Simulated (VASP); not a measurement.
TlBr (CsCl type): the band gap from VASP (plane waves, PAW) at several levels of theory. Gaps are without spin-orbit coupling. Each level names its cell: its own relaxed one, PBE's, or the starting one. A gap is the smallest over the k-mesh and a band path; hybrids may have named points in place of the path, and GW has the mesh alone.

```csv
level,band gap (eV)
PBE (own cell),1.99
PBEsol (own cell),1.60
RPBE (own cell),2.39
PBE-D3(BJ) (own cell),1.86
HSE06 (PBE cell),2.72
Hartree-Fock (PBE cell),7.89
```

The cell of the PBE (own cell) run:

TlBr is taken in the cubic space group Pm-3m (No. 221), the CsCl type structure, Pearson symbol cP2. Cell: a = b = c = 4.046 Å, α = β = γ = 90.00°. Tl on 1a sees 8 Br at 3.504 Å (cubic). Br on 1b has 8 Tl at 3.504 Å (cubic). (Neighbours: up to the widest gap in distance over summed covalent radii, below 1.35, at either atom; cation-cation and far metal-metal contacts left out.)

Only levels that ran to the end are used. Left out are those held back, those with too coarse a band path, GW runs whose mesh misses a band edge, hybrids' fits of cells that aren't cubic and levels without matching references; a question may draw on a part of the rest.

The compound is TlBr in the CsCl type structure.
